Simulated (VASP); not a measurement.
Input:

```xyz
5
Lattice="3.8960 0.0000 0.0000 0.0000 3.8960 0.0000 0.0000 0.0000 3.8960" Properties=species:S:1:pos:R:3 pbc="T T T"
Sr     0.0000     0.0000     0.0000
Ti     1.9480     1.9480     1.9480
O      1.9480     0.0000     1.9480
O      0.0000     1.9480     1.9480
O      1.9480     1.9480     0.0000
```

All values below come from PBEsol GGA with spin-orbit coupling, VASP's PBE PAW potentials (set 64) (plane waves; VASP). Run with 520 eV cut-off, 6×6×6 Γ-centred mesh, Gaussian smearing of 0.050 eV, potentials Sr_sv Ti_sv O.

Q: Predict the energy per atom (σ→0), band gap (over mesh and band path) with the smallest direct gap where there is one.

A: 
| Quantity | Result |
|---|---|
| band gap (over mesh and band path) | 1.80 eV |
| smallest direct gap (over mesh and band path) | 2.14 eV |
| energy per atom (σ→0) | -812.6 kJ/mol of atoms |

The absolute energy has meaning only against runs of the same code, potentials and settings.

The compound is SrTiO3 in the cubic perovskite structure, the ideal cubic form; the compound distorts at low or room temperature. It was relaxed first.
